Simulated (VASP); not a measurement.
# Al2GaP3 (Cmmm) in VASP: a series of runs

The runs below take Al2GaP3 through relaxation of cell and atoms, with PBE.

All numbers are computed with VASP 6.6.1; they aren't measurements. Logs are shortened: lines on timing, memory, paths and dates and some standing lists are left out, and cuts for length are marked.

## Step 1: The structure

It takes space group Cmmm (No. 65, orthorhombic). Conventional cell: a = 5.113 Å, b = 8.910 Å, c = 4.806 Å, α = 90.00°, β = 90.00°, γ = 90.00°. Around Al (site symmetry mmm) lie 2 Ga at 2.40 Å and 2 Al at 2.56 Å. Around Al (site symmetry mmm) lie 2 P at 2.40 Å and 2 Al at 2.56 Å. Ga (site symmetry mmm) has 2 Al at 2.40 Å and 4 P at 2.56 to 2.67 Å as nearest neighbours. P (site symmetry m2m) has 1 P at 1.78 Å as nearest neighbours. Around P (site symmetry mmm) lie 2 P at 1.78 Å.

The cell was built by a generator and needn't be a form met in nature.

## Step 2: Relaxation of cell and atoms, PBE

The input, INCAR:

```
  ALGO = Fast
  EDIFF = 1E-4
  EDIFFG = -0.08
  ENCUT = 520
  GGA = PE
  IBRION = 2
  ISIF = 3
  ISMEAR = 0
  LASPH = True
  LCHARG = False
  LREAL = False
  LWAVE = False
  NELM = 60
  NSW = 24
  PREC = Normal
  SIGMA = 0.15
```

The input, KPOINTS:

```
k-points
0
Gamma
  3 3 3
```

The input, POSCAR:

```
Al2GaP3
1.0
    2.5565361300     -4.4547532500      0.0000000000
    2.5565361300      4.4547532500      0.0000000000
    0.0000000000      0.0000000000      4.8056340200
Al Ga P
2 1 3
Direct
    0.0000000000      0.0000000000      0.0000000000
    0.5000000000      0.5000000000      0.0000000000
    0.0000000000      0.0000000000      0.5000000000
    0.2999887700      0.7000112300      0.5000000000
    0.7000112300      0.2999887700      0.5000000000
    0.5000000000      0.5000000000      0.5000000000
```

Potentials or basis: VASP PAW PBE potentials, release 64 (Al, Ga_d, P).

Command:

```console
$ cat potpaw_PBE.64/Al/POTCAR potpaw_PBE.64/Ga_d/POTCAR potpaw_PBE.64/P/POTCAR > POTCAR
$ mpirun -np 1 vasp_std > vasp.out
```

OUTCAR:

```text
EDIFF = 1E-4
   EDIFFG = -0.08
   ENCUT = 520
   GGA = PE
   IBRION = 2
   ISIF = 3
   ISMEAR = 0
   LASPH = True
   LREAL = False
   NELM = 60
   NSW = 24
   PREC = Normal

 ion  position               nearest neighbor table
   1  0.000  0.000  0.000-   3 2.40   3 2.40   2 2.56   2 2.56
   2  0.500  0.500  0.000-   6 2.40   6 2.40   1 2.56   1 2.56   4 2.99   5 2.99   5 2.99   4 2.99

   3  0.000  0.000  0.500-   1 2.40   1 2.40   6 2.56   6 2.56   5 2.67   4 2.67
   4  0.300  0.700  0.500-   6 1.78   3 2.67   5 2.71   5 2.71   2 2.99   2 2.99
   5  0.700  0.300  0.500-   6 1.78   3 2.67   4 2.71   4 2.71   2 2.99   2 2.99
   6  0.500  0.500  0.500-   4 1.78   5 1.78   2 2.40   2 2.40   3 2.56   3 2.56

  LATTYP: Found a base centered orthorhombic cell.
 ALAT       =     5.1130722600
 B/A-ratio  =     1.7424957143
 C/A-ratio  =     0.9398721113

  Lattice vectors:

 A1 = (   2.5565361300,  -4.4547532500,   0.0000000000)
 A2 = (   2.5565361300,   4.4547532500,   0.0000000000)
 A3 = (   0.0000000000,   0.0000000000,   4.8056340200)

Analysis of symmetry for initial positions (statically):
=====================================================================
 Subroutine PRICEL returns:
 Original cell was already a primitive cell.

 Routine SETGRP: Setting up the symmetry group for a
 base centered orthorhombic supercell.

 Subroutine GETGRP returns: Found  8 space group operations
 (whereof  8 operations were pure point group operations)
 out of a pool of  8 trial point group operations.

The static configuration has the point symmetry D_2h.

Analysis of symmetry for dynamics (positions and initial velocities):
=====================================================================
 Subroutine PRICEL returns:
 Original cell was already a primitive cell.

 Routine SETGRP: Setting up the symmetry group for a
 base centered orthorhombic supercell.

 Subroutine GETGRP returns: Found  8 space group operations
 (whereof  8 operations were pure point group operations)
 out of a pool of  8 trial point group operations.

The dynamic configuration has the point symmetry D_2h.

 Subroutine INISYM returns: Found  8 space group operations
 (whereof  8 operations are pure point group operations),
 and found     1 'primitive' translations

----------------------------------------------------------------------------------------

                                     Primitive cell

  volume of cell :     109.4602

  direct lattice vectors                    reciprocal lattice vectors
     2.556536130 -4.454753250  0.000000000     0.195577130 -0.112239662  0.000000000
     2.556536130  4.454753250  0.000000000     0.195577130  0.112239662  0.000000000
     0.000000000  0.000000000  4.805634020     0.000000000  0.000000000  0.208089088

  length of vectors
     5.136214900  5.136214900  4.805634020     0.225495356  0.225495356  0.208089088

  position of ions in fractional coordinates (direct lattice)
     0.000000000  0.000000000  0.000000000
     0.500000000  0.500000000  0.000000000
     0.000000000  0.000000000  0.500000000
     0.299988770  0.700011230  0.500000000
     0.700011230  0.299988770  0.500000000
     0.500000000  0.500000000  0.500000000

  ion indices of the primitive-cell ions
   primitive index   ion index
                 1           1
                 2           2
                 3           3
                 4           4
                 5           5
                 6           6

----------------------------------------------------------------------------------------

 KPOINTS: k-points

Automatic generation of k-mesh.
 Grid dimensions read from file:
 generate k-points for:    3    3    3

 Generating k-lattice:

  Cartesian coordinates                     Fractional coordinates (reciprocal lattice)
     0.065192377 -0.037413221  0.000000000     0.333333333 -0.000000000  0.000000000
     0.065192377  0.037413221  0.000000000    -0.000000000  0.333333333  0.000000000
     0.000000000  0.000000000  0.069363029     0.000000000  0.000000000  0.333333333

  Length of vectors
     0.075165119  0.075165119  0.069363029

  Shift w.r.t. Gamma in fractional coordinates (k-lattice)
     0.000000000  0.000000000  0.000000000

 Subroutine IBZKPT returns following result:
 ===========================================

 Found      8 irreducible k-points:

 Following reciprocal coordinates:
            Coordinates               Weight
  0.000000  0.000000  0.000000      1.000000
  0.333333  0.000000  0.000000      4.000000
  0.333333  0.333333  0.000000      2.000000
 -0.333333  0.333333  0.000000      2.000000
  0.000000  0.000000  0.333333      2.000000
  0.333333  0.000000  0.333333      8.000000
  0.333333  0.333333  0.333333      4.000000
 -0.333333  0.333333  0.333333      4.000000
   k-points           NKPTS =      8   k-points in BZ     NKDIM =      8   number of bands    NBANDS=     21
   number of dos      NEDOS =    301   number of ions     NIONS =      6
   total plane-waves  NPLWV =  25200
   dimension x,y,z NGX =    30 NGY =   30 NGZ =   28
   dimension x,y,z NGXF=    60 NGYF=   60 NGZF=   56
   ions per type =               2   1   3
   NGX,Y,Z   is equivalent  to a cutoff of   9.71,  9.71,  9.69 a.u.
   NGXF,Y,Z  is equivalent  to a cutoff of  19.42, 19.42, 19.37 a.u.
 SYSTEM =  unknown system
   PREC   = normal    normal or accurate (medium, high low for compatibility)
   ISTART =      0    job   : 0-new  1-cont  2-samecut
   ICHARG =      2    charge: 1-file 2-atom 10-const
   ISPIN  =      1    spin polarized calculation?
   LNONCOLLINEAR =      F non collinear calculations
   LSORBIT =      F    spin-orbit coupling
   LASPH  =      T    aspherical Exc in radial PAW
   ENCUT  =  520.0 eV  38.22 Ry    6.18 a.u.   9.55  9.55  8.94*2*pi/ulx,y,z
   NELM   =     60;   NELMIN=  2; NELMDL= -5     # of ELM steps
   EDIFF  = 0.1E-03   stopping-criterion for ELM
   LREAL  =      F    real-space projection
   EDIFFG = -.8E-01   stopping-criterion for IOM
   NSW    =     24    number of steps for IOM
   IBRION =      2    ionic relax: 0-MD 1-quasi-New 2-CG
   NFREE  =      1    steps in history (QN), initial steepest desc. (CG)
   ISIF   =      3    stress and relaxation
   ISYM   =      2    0-nonsym 1-usesym 2-fastsym
   POTIM  = 0.5000    time-step for ionic-motion
   TEBEG  =    0.0;   TEEND  =   0.0 temperature during run
   PSTRESS=    0.0 pullay stress
   NELECT =      34.0000    total number of electrons
   NUPDOWN=      -1.0000    fix difference up-down
   EMIN   =  10.00;   EMAX   =-10.00  energy-range for DOS
   EFERMI =   0.00;   METHOD = LEGACY
   ISMEAR =     0;   SIGMA  =   0.15  broadening in eV -4-tet -1-fermi 0-gaus
   EFERMI_NEDOS =   21; number of points for ismear=-14 and -15
   IALGO  =     68    algorithm
   IMIX   =      4    mixing-type and parameters
     AMIX     =   0.40;   BMIX     =  1.00
     AMIX_MAG =   1.60;   BMIX_MAG =  1.00
  volume/ion in A,a.u.               =      18.24       123.11
  Fermi-wavevector in a.u.,A,eV,Ry     =   1.108704  2.095147 16.724623  1.229225
  Thomas-Fermi vector in A             =   2.245235
   LORBIT       =      0    0 simple, 1 ext, 2 COOP (PROOUT), +10 PAW based schemes
   GGA     = PE    functional components
   LHFCALC =     F    Hartree Fock is set to
   AEXX    =    0.0000 exact exchange contribution
   IVDW    =     0    specifies the selected vdW correction
   LEPSILON=     F    determine dielectric tensor
   LRPA    =     F    only Hartree local field effects (RPA)
 conjugate gradient relaxation of ions
 non-spin polarized calculation
 RMM-DIIS sequential band-by-band and
 Gauss-broadening in eV      SIGMA  =   0.15
  energy-cutoff  :      520.00
  volume of cell :      109.46
 maximum number of plane-waves:      2986
   NGX = 19   NGY = 19   NGZ = 17

--------------------------------------- Ionic step        1  -------------------------------------------

 number of electron      33.9999989 magnetization

 Free energy of the ion-electron system (eV)
  ---------------------------------------------------
  ext. energy  EPLUGINS =         0.00000000
  ---------------------------------------------------
  free energy    TOTEN  =       -19.80317797 eV

  energy without entropy =      -19.77089642  energy(sigma->0) =      -19.78703720

------------------------ aborting loop because EDIFF is reached ----------------------------------------

  FORCE on cell =-STRESS in cart. coord.  units (eV):
  Direction    XX          YY          ZZ          XY          YZ          ZX
  --------------------------------------------------------------------------------------
  -------------------------------------------------------------------------------------
  Total        8.3872423     34.2009880     13.1291644      0.0000000      0.0000000      0.0000000
  in kB      122.7646971    500.6024352    192.1725678      0.0000000      0.0000000      0.0000000
  external PRESSURE =     271.8465667 kB  Pullay stress =       0.0000000 kB
[... 25 lines left out ...]
  energy  without entropy=      -19.7708964238  energy(sigma->0) =      -19.78703720

--------------------------------------- Ionic step        2  -------------------------------------------

 number of electron      33.9999904 magnetization

 E-fermi :   2.6694     XC(G=0):  -8.3638

 val. band max:        2.6591452643   @ k =  -0.3333   0.3333   0.3333
 cond. band min:       2.7454342133   @ k =   0.0000   0.0000   0.3333
 fundamental gap:      0.0862889490
 Fermi energy:         2.6693539704

 k-point     1 :       0.0000    0.0000    0.0000
  band No.  band energies     occupation
      1     -11.9901      2.00000
      2     -11.9448      2.00000
      3     -11.9202      2.00000
      4     -11.9097      2.00000
      5     -11.8993      2.00000
      6      -8.6340      2.00000
[... 254 lines left out ...]
  FREE ENERGIE OF THE ION-ELECTRON SYSTEM (eV)
  ---------------------------------------------------
  free  energy   TOTEN  =       -23.3829216248 eV

  energy  without entropy=      -23.2789823726  energy(sigma->0) =      -23.33095200

[... ionic steps 4 to 9 ...]

--------------------------------------- Ionic step       10  -------------------------------------------

 number of electron      33.9999953 magnetization

------------------------ aborting loop because EDIFF is reached ----------------------------------------

  FORCE on cell =-STRESS in cart. coord.  units (eV):
  Direction    XX          YY          ZZ          XY          YZ          ZX
  --------------------------------------------------------------------------------------
  -------------------------------------------------------------------------------------
  Total        0.0026792      1.9278028      0.6012846      0.0000000      0.0000000      0.0000000
  in kB        0.0342613     24.6528298      7.6892541      0.0000000      0.0000000      0.0000000
  external PRESSURE =      10.7921151 kB  Pullay stress =       0.0000000 kB
[... 65 lines left out ...]
  energy  without entropy=      -23.9781294908  energy(sigma->0) =      -23.99891083

--------------------------------------- Ionic step       12  -------------------------------------------

 number of electron      33.9999936 magnetization

 Free energy of the ion-electron system (eV)
  ---------------------------------------------------
  ext. energy  EPLUGINS =         0.00000000
  ---------------------------------------------------
  free energy    TOTEN  =       -24.02168633 eV

  energy without entropy =      -23.97872125  energy(sigma->0) =      -24.00020379

 E-fermi :   4.7830     XC(G=0):  -9.3694

 val. band max:        4.7275256678   @ k =   0.3333   0.3333   0.3333
 cond. band min:       4.8187707464   @ k =   0.0000   0.0000   0.3333
 fundamental gap:      0.0912450786
 Fermi energy:         4.7829661318

 k-point     1 :       0.0000    0.0000    0.0000
  band No.  band energies     occupation
      1     -10.1231      2.00000
      2     -10.0583      2.00000
      3      -9.9298      2.00000
      4      -9.9220      2.00000
      5      -9.9125      2.00000
      6      -8.6647      2.00000
[... 214 lines left out ...]
  FREE ENERGIE OF THE ION-ELECTRON SYSTEM (eV)
  ---------------------------------------------------
  free  energy   TOTEN  =       -24.0216863257 eV

  energy  without entropy=      -23.9787212499  energy(sigma->0) =      -24.00020379

 reached required accuracy - stopping structural energy minimisation
```

Wall time 72 s (1 thread of Intel Xeon Platinum 8488C (Sapphire Rapids), shared host); peak memory 0.18 GiB.

What came out:

* Free energy: -24.0217 eV
* Relaxed volume: 21.28 Å³/atom
* Relaxed cell: a = 5.359 Å, b = 5.359 Å, c = 5.372 Å, α = 90.00°, β = 90.00°, γ = 124.15°
* Space group after relaxing (to 0.05 Å): Cmmm (No. 65)
* Energy gained by relaxing: 703.1 meV/atom
* Ionic steps: 12
* Pressure after relaxing: 0.2 GPa
* Largest force after relaxing: 0.017 eV/Å
* Band gap on the k mesh: none (metal or under the smearing width)

Forces in eV/Å, atoms in the order of the input:
```
Al   0.000  0.000  0.000
Al   0.000  0.000  0.000
Ga   0.000  0.000  0.000
P    0.000 -0.017  0.000
P    0.000  0.017  0.000
P    0.000  0.000  0.000
```

Stress tensor (GPa, compression positive):
```
-0.06  0.00  0.00
 0.00  0.18  0.00
 0.00  0.00  0.55
```

Step by step:
```tsv
step	energy change (eV)	largest force (eV/Å)	pressure (GPa)	volume (Å³)
1	0.0000	9.3870	27.18	109.46
2	-2.3141	0.3930	-8.15	164.70
3	-3.5797	0.7352	-2.56	134.72
4	-3.5835	0.7822	-2.18	134.07
5	-3.5861	0.8661	-1.58	132.97
6	-3.7832	1.0963	-1.99	129.74
7	-4.1354	0.0990	3.36	120.09
8	-4.1444	0.2902	2.40	121.69
9	-4.2041	0.0916	0.98	125.69
10	-4.2047	0.0457	1.08	125.29
11	-4.2165	0.0115	-0.52	128.63
12	-4.2185	0.0165	0.22	127.68
```

Final structure:
```cif
data_structure
_symmetry_space_group_name_H-M 'P 1'
_symmetry_Int_Tables_number 1
_cell_length_a 5.3591
_cell_length_b 5.3591
_cell_length_c 5.3721
_cell_angle_alpha 90.000
_cell_angle_beta 90.000
_cell_angle_gamma 124.150
_cell_volume 127.68
loop_
_atom_site_label
_atom_site_type_symbol
_atom_site_fract_x
_atom_site_fract_y
_atom_site_fract_z
_atom_site_occupancy
Al1 Al 0.00000 0.00000 0.00000 1
Al2 Al 0.50000 0.50000 0.00000 1
Ga1 Ga 0.00000 0.00000 0.50000 1
P1 P 0.25170 0.74830 0.50000 1
P2 P 0.74830 0.25170 0.50000 1
P3 P 0.50000 0.50000 0.50000 1
```

Caveat: the k mesh is coarse (spacing up to 0.47 Å⁻¹), so the values aren't converged; the volume moved by over 15 % at a fixed basis, so the end points are rough; the relaxation stopped at a loose force limit of 0.08 eV/Å, so its end isn't a converged minimum.

## Step 3: Relaxation of cell and atoms, PBE

This run uses another cell than the first one, of 19.04 Å³/atom, 1.044 times its volume.

INCAR is that of step 2.

The input, KPOINTS:

```
k-points
0
Gamma
  4 4 2
```

The input, POSCAR:

```
Al2GaP3
1.0
    4.1590344300      0.0000000000      0.0000000000
   -2.0795172100      3.6018294700      0.0000000000
    0.0000000000      0.0000000000      7.6250781200
Al Ga P
2 1 3
Direct
    0.3333333300      0.6666666700      0.5000000000
    0.6666666700      0.3333333300      0.5000000000
    0.0000000000      0.0000000000      0.0000000000
    0.0000000000      0.0000000000      0.7806742400
    0.0000000000      0.0000000000      0.2193257600
    0.0000000000      0.0000000000      0.5000000000
```

Potentials or basis: VASP PAW PBE potentials, release 64 (Al, Ga_d, P).

Command:

```console
$ cat potpaw_PBE.64/Al/POTCAR potpaw_PBE.64/Ga_d/POTCAR potpaw_PBE.64/P/POTCAR > POTCAR
$ mpirun -np 1 vasp_std > vasp.out
```

Wall time 1.8 min (1 thread of Intel Xeon Platinum 8488C (Sapphire Rapids), shared host); peak memory 0.18 GiB.

The run converged. Its results:

| Item | Value |
| --- | --- |
| Free energy | -21.7246 eV |
| Relaxed volume | 29.29 Å³/atom |
| Relaxed cell | a = 4.640 Å, b = 4.640 Å, c = 9.428 Å, α = 90.00°, β = 90.00°, γ = 120.00° |
| Space group after relaxing (to 0.05 Å) | P6/mmm (No. 191) |
| Energy gained by relaxing | 1488.2 meV/atom |
| Ionic steps | 18 |
| Pressure after relaxing | 0.1 GPa |
| Largest force after relaxing | 0.043 eV/Å |
| Band gap on the k mesh | none (metal or under the smearing width) |

Forces in eV/Å, atoms in the order of the input:
```
Al   0.000  0.000  0.000
Al   0.000  0.000  0.000
Ga   0.000  0.000  0.000
P    0.000  0.000 -0.043
P    0.000  0.000  0.043
P    0.000  0.000  0.000
```

Stress tensor (GPa, compression positive):
```
0.06 0.00 0.00
0.00 0.06 0.00
0.00 0.00 0.15
```

The path:
| step | energy change (eV) | largest force (eV/Å) | pressure (GPa) | volume (Å³) |
| --- | --- | --- | --- | --- |
| 1 | 0.0000 | 19.8285 | 47.30 | 114.22 |
| 2 | -7.2875 | 1.9235 | 2.21 | 220.74 |
| 3 | -7.3785 | 1.8799 | 2.17 | 219.55 |
| 4 | -7.4103 | 1.8117 | 2.18 | 217.18 |
| 5 | -7.7744 | 3.1205 | 7.15 | 162.44 |
| 6 | -8.2152 | 0.7087 | -2.14 | 192.20 |
| 7 | -8.3569 | 0.2008 | 0.14 | 180.98 |
| 8 | -8.5865 | 0.6732 | -0.34 | 185.57 |
| 9 | -8.6596 | 1.1807 | -0.40 | 189.26 |
| 10 | -8.7811 | 0.6981 | -1.01 | 189.54 |
| 11 | -8.8566 | 0.0539 | -1.51 | 189.84 |
| 12 | -8.9096 | 0.0957 | -0.17 | 179.85 |
| 13 | -8.9097 | 0.0904 | -0.15 | 179.95 |
| 14 | -8.9278 | 0.1167 | -0.17 | 176.01 |
| 15 | -8.9279 | 0.1112 | -0.08 | 176.09 |
| 16 | -8.9278 | 0.0979 | -0.21 | 176.37 |
| 17 | -8.9279 | 0.1052 | -0.08 | 176.21 |
| 18 | -8.9292 | 0.0432 | 0.09 | 175.74 |

Final structure:
```cif
data_structure
_symmetry_space_group_name_H-M 'P 1'
_symmetry_Int_Tables_number 1
_cell_length_a 4.6395
_cell_length_b 4.6395
_cell_length_c 9.4276
_cell_angle_alpha 90.000
_cell_angle_beta 90.000
_cell_angle_gamma 120.000
_cell_volume 175.74
loop_
_atom_site_label
_atom_site_type_symbol
_atom_site_fract_x
_atom_site_fract_y
_atom_site_fract_z
_atom_site_occupancy
Al1 Al 0.33333 0.66667 0.50000 1
Al2 Al 0.66667 0.33333 0.50000 1
Ga1 Ga 0.00000 0.00000 0.00000 1
P1 P 0.00000 0.00000 0.72786 1
P2 P 0.00000 0.00000 0.27214 1
P3 P 0.00000 0.00000 0.50000 1
```

Levels at points of the mesh, in eV from the Fermi level:
| k point | band 13 | band 14 | band 15 | band 16 | band 17 | band 18 | band 19 | band 20 | band 21 |
| --- | --- | --- | --- | --- | --- | --- | --- | --- | --- |
| (0.00, 0.00, 0.00) | -3.61 | -0.82 | -0.82 | -0.63 | -0.63 | 0.57 | 0.57 | 0.63 | 1.53 |
| (0.50, 0.00, 0.00) | -3.17 | -2.67 | -1.23 | -1.03 | 0.13 | 1.72 | 2.11 | 2.12 | 2.59 |
| (0.00, 0.00, 0.50) | -1.77 | -0.82 | -0.82 | -0.78 | -0.78 | -0.38 | 0.61 | 0.96 | 0.96 |
| (0.50, 0.00, 0.50) | -2.81 | -1.44 | -1.18 | -0.55 | -0.42 | 0.47 | 0.56 | 2.08 | 2.64 |

Caveat: the k mesh is coarse (spacing up to 0.44 Å⁻¹), so the values aren't converged; the volume moved by over 15 % at a fixed basis, so the end points are rough; the relaxation stopped at a loose force limit of 0.08 eV/Å, so its end isn't a converged minimum.

[end of part 1 of 3]
